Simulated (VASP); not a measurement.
An input for Quantum ESPRESSO's pw.x (written as the equivalent of a VASP run, and not itself run):

```
&CONTROL
  calculation = 'scf'
  pseudo_dir = './pseudo'
  outdir = './out'
  tprnfor = .true.
  tstress = .true.
/
&SYSTEM
  ibrav = 0
  nat = 7
  ntyp = 3
  ecutwfc = 84
  occupations = 'smearing'
  smearing = 'gaussian'
  degauss = 0.003675
  input_dft = 'pbesol'
/
&ELECTRONS
  conv_thr = 7.3e-08
  electron_maxstep = 100
/
ATOMIC_SPECIES
  Sc 44.956 Sc.upf
  V 50.941 V.upf
  Ga 69.723 Ga.upf
CELL_PARAMETERS angstrom
    -3.2271650    3.2271650    2.5744150
     3.2271650   -3.2271650    2.5744150
     3.2271650    3.2271650   -2.5744150
ATOMIC_POSITIONS crystal
  Sc   0.0000000  0.0000000  0.0000000
  V    0.7500000  0.2500000  0.5000000
  V    0.2500000  0.7500000  0.5000000
  Ga   0.3008700  0.3008700  0.6017400
  Ga   0.6991300  0.6991300  0.3982600
  Ga   0.3008700  0.6991300  0.0000000
  Ga   0.6991300  0.3008700  0.0000000
K_POINTS automatic
  5 5 5 0 0 0
```

**Question.** Translate this input to VASP (INCAR, KPOINTS, POSCAR, choice of POTCAR).

**Answer.** One answer among several that fit: 
KPOINTS:
```
Automatic mesh
0
Gamma
5 5 5
0 0 0
```

File POSCAR:
```
Sc(VGa2)2
5.2399240
 -0.6158801158   0.6158801158   0.4913076984
  0.6158801158  -0.6158801158   0.4913076984
  0.6158801158   0.6158801158  -0.4913076984
Sc V Ga
1 2 4
direct
  0.0000000000   0.0000000000   0.0000000000
  0.7500000000   0.2500000000   0.5000000000
  0.2500000000   0.7500000000   0.5000000000
  0.3008700000   0.3008700000   0.6017400000
  0.6991300000   0.6991300000   0.3982600000
  0.3008700000   0.6991300000   0.0000000000
  0.6991300000   0.3008700000   0.0000000000
```

### INCAR
```
! general
SYSTEM  = Sc(VGa2)2
PREC    = Accurate
ENCUT   = 300   ! plane-wave cut-off (eV)
LREAL   = .FALSE.
LASPH   = .TRUE.

! electronic loop
EDIFF   = 1E-6   ! SCF stop (eV)
NELM    = 100
ALGO    = Normal   ! blocked Davidson
LMAXMIX = 4   ! l cut-off of mixed one-centre charges

! smearing
ISMEAR  = 0   ! Gaussian
SIGMA   = 0.05

! functional
GGA     = PS   ! PBEsol

! ions
ISIF    = 2

! output
LWAVE   = .FALSE.
LCHARG  = .FALSE.
```

POTCAR, in this order: Sc_sv V_sv Ga_d (PBE.64 set). Program: vasp_std.

What does not carry over: the potentials are each code's own (VASP's PAW set, PseudoDojo norm-conserving files in pw.x), so ENCUT and ecutwfc are chosen apart and not converted; conv_thr bounds pw.x's estimated SCF error, while EDIFF bounds the energy change between steps.

The structure comes from a computed database's Ga4ScV2 entry (I4/mmm); how it stands against other phases isn't given here. The cell was not relaxed at this level. The k-mesh is coarse (spacing up to 0.31 per Å, 2π included), so the numbers may not be converged in it. The run is one of a series of settings (GGA = PS, POTCAR Sc_sv V_sv Ga_d (PBE.64 set) against the base run), some of them coarse on purpose.
